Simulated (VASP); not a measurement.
Consider the following.

```
CELL_PARAMETERS angstrom
      0.00000     3.05569     3.05569
      3.05569     0.00000     3.05569
      3.05569     3.05569     0.00000
ATOMIC_POSITIONS crystal
  Al 0.25000 0.25000 0.25000
  Al 0.75000 0.75000 0.75000
  Au 0.00000 0.00000 0.00000
```

These are PBEsol GGA, VASP's PBE PAW potentials (set 64) (plane waves; VASP) values and carry that method's errors. Settings: 520 eV cut-off, 9×9×9 Γ-centred mesh, first-order Methfessel-Paxton smearing of 0.10 eV, potentials Al Au.

**Question.** The job: AuAl2 (fluorite), 3 atoms, PBEsol, static run, 520 eV, 9×9×9 Γ-centred mesh. Roughly how much core time does it take on a busy server core?

**Answer.** About 30 core-seconds (one run on a shared machine, a rough figure). It had 35 irreducible k-points, 12 bands, up to 1558 plane waves and 13 electronic steps.

The compound is AuAl2 in the fluorite structure. This cell is one point of a volume scan, at 1.06 of the reference volume.
